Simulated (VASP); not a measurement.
Consider the following.

```yaml
crystal:
  lattice:
    - [0.00000, 2.11078, 2.11078]
    - [2.11078, 0.00000, 2.11078]
    - [2.11078, 2.11078, 0.00000]
  atoms:
    - { symbol: Be, position: [0.25000, 0.25000, 0.25000] }
    - { symbol: Be, position: [0.75000, 0.75000, 0.75000] }
    - { symbol: C, position: [0.00000, 0.00000, 0.00000] }
```

Computed with PBEsol GGA, VASP's PBE PAW potentials (set 64) (plane waves; VASP). Run with 600 eV cut-off, 8×8×8 Γ-centred mesh, Gaussian smearing of 0.050 eV, potentials Be C.

### Question
Predict the energy per atom (σ→0), pressure, band gap (on the k-mesh) with the smallest direct gap where there is one.

### Answer

band gap (on the k-mesh): 1.09 eV
smallest direct gap (on the k-mesh): 4.22 eV
energy per atom (σ→0): -6.118 eV/atom
pressure: 150.7 kbar

Only differences to runs with the same potentials and settings are physical.

The compound is Be2C in the antifluorite structure. It was relaxed first under an external pressure of 15 GPa.
